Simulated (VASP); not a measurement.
Method: PBEsol GGA, VASP's PBE PAW potentials (set 64) (plane waves; VASP). For the first row: Run with 400 eV cut-off, 8×8×6 Γ-centred mesh, tetrahedra with Blöchl corrections, potentials In_d Ga_d As.

| system | energy (eV/atom) |
|---|---|
| InGaAs₂ (space group P-4m2) | -4.3746 |
| In (bct) | -2.9843 |
| Ga (alpha) | -3.3489 |
| As (a7) | -5.1080 |

The references are the elements' solids at the same level; no temperature or zero-point terms are added.

What is the formation energy per atom of InGaAs$_{2}$?

The references average (1×(-2.9843) + 1×(-3.3489) + 2×(-5.1080))/4 = -4.1373 eV, so the formation energy is -4.3746 − (-4.1373) = -0.237 eV/atom.
